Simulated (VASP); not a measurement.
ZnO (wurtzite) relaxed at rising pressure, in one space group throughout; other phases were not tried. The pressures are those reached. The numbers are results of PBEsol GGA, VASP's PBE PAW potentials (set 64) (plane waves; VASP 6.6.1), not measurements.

```
P (GPa)  V (Å³/atom)  k-mesh
-------  -----------  ------
-0.21         11.857   8×8×4
4.86          11.469   8×8×5
9.84          11.153   8×8×5
19.74         10.635   8×8×5
29.74         10.217   8×8×5
```

A change of mesh leaves a small step in the series.

### Question
Fit an equation of state and predict the volume at 44.82 GPa.

### Answer
Least squares on the third-order Birch-Murnaghan form, P = (3B0/2)(y⁷ − y⁵)[1 + (3/4)(B′ − 4)(y² − 1)] with y = (V0/V)^(1/3), gives V0 = 11.838 Å³/atom, B0 = 144 GPa and B′ = 4.6, and so 9.717 Å³/atom. The run gave 9.712 Å³/atom, -0.1 % from the fit.

Pressures at which the relaxation failed are left out.

The compound is ZnO in the wurtzite structure.
